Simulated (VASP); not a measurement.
Write the native input for VASP 6.6.1 that does the following.

| Quantity | Value |
| --- | --- |
| Task | single point |
| Functional | LDA |
| Potentials or basis | VASP PAW LDA potentials, release 64 (Bi_d) |
| Cutoff | 520 eV |
| k mesh | 13 × 13 × 13 |
| Occupations | fermi-dirac, width 0.1 eV |
| Spin | no spin polarisation |
| Dipole correction | no |
| Further INCAR settings | ALGO = Fast; EDIFF = 1e-06; NBANDS = 14 |

The structure of Bi lies in POSCAR:

```
Bi
1.0
   -1.9180322728      1.9180322728      1.9180322728
    1.9180322728     -1.9180322728      1.9180322728
    1.9180322728      1.9180322728     -1.9180322728
Bi
1
Direct
    0.0000000000      0.0000000000      0.0000000000
```

This isn't the form of Bi at room conditions, which is rhombohedral.

One way to write it, as run:

INCAR

```
SYSTEM = Bi
PREC     = Accurate       ! precision mode
ENCUT    = 520            ! plane-wave cutoff, eV
EDIFF    = 1E-6           ! SCF threshold, eV
ISMEAR   = -1             ! smearing method
SIGMA    = 0.1            ! smearing width, eV
LREAL    = .False.        ! projectors in reciprocal space
LASPH    = .True.         ! aspherical terms in the spheres
NELM     = 100            ! most SCF steps
ALGO     = Fast           ! electronic algorithm
ISIF     = 2              ! what is computed and relaxed
LWAVE    = .False.        ! write WAVECAR
LCHARG   = .False.        ! write CHGCAR
NBANDS   = 14             ! bands
```

KPOINTS

```
Automatic mesh
0
Gamma
  13 13 13
  0 0 0
```

Potentials or basis: VASP PAW LDA potentials, release 64 (Bi_d).

Command:

```console
$ cat potpaw_LDA.64/Bi_d/POTCAR > POTCAR
$ mpirun -np 1 vasp_std > vasp.out
```

It gave:

* Pressure: 2.9 GPa
* Band gap on the k mesh: none (metal or under the smearing width)

Caveat: spin-orbit coupling is left out, which moves the levels of the heavy elements.

Wall time 25 s on 1 thread of Intel(R) Xeon(R) 6975P-C (Granite Rapids) (shared host), peak memory 0.14 GiB.
